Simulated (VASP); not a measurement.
Energy against volume of KMgF3 (cubic perovskite). These are rev-vdW-DF2, VASP's PBE PAW potentials (set 64) (plane waves; VASP) values and carry that method's errors. Numerical set-up: 520 eV cut-off, 6×6×6 Γ-centred mesh, Gaussian smearing of 0.050 eV, potentials K_sv Mg F.

```
V (Å³/atom)  E (eV/atom)
-----------  -----------
12.418          -3.36201
12.802          -3.36588
13.186          -3.36442
13.570          -3.35842
```

Fit these four points and predict the energy of the run at 12.034 Å³/atom.

A cubic in V^(−2/3), the third-order Birch-Murnaghan form, passes through the four points with V0 = 12.88 Å³/atom and B0 = 72 GPa, and gives -3.3519 eV/atom there. The run gave -3.3518 eV/atom, +0.1 meV/atom from the fit; all five points give B0 = 72 GPa.

The compound is KMgF3 in the cubic perovskite structure. It was relaxed first.
